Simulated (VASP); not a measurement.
Consider the following.

```yaml
crystal:
  lattice:
    - [1.60958, -2.78787, 0.00000]
    - [1.60958, 2.78787, 0.00000]
    - [0.00000, 0.00000, 5.23962]
  atoms:
    - { symbol: Ga, position: [0.66667, 0.33333, 0.50004] }
    - { symbol: Ga, position: [0.33333, 0.66667, 0.00004] }
    - { symbol: N, position: [0.66667, 0.33333, 0.87696] }
    - { symbol: N, position: [0.33333, 0.66667, 0.37696] }
```

Method: PBE GGA, VASP's PBE PAW potentials (set 64) (plane waves; VASP). Run with 520 eV cut-off, Gaussian smearing of 0.050 eV, potentials Ga_d N.

Task: Estimate the band gap (along the path) with the smallest direct gap where there is one.

Result: 
```json
{
 "band gap (along the path)": "1.72 eV",
 "smallest direct gap (along the path)": "1.72 eV"
}
```

The compound is GaN in the wurtzite structure. It was relaxed first.
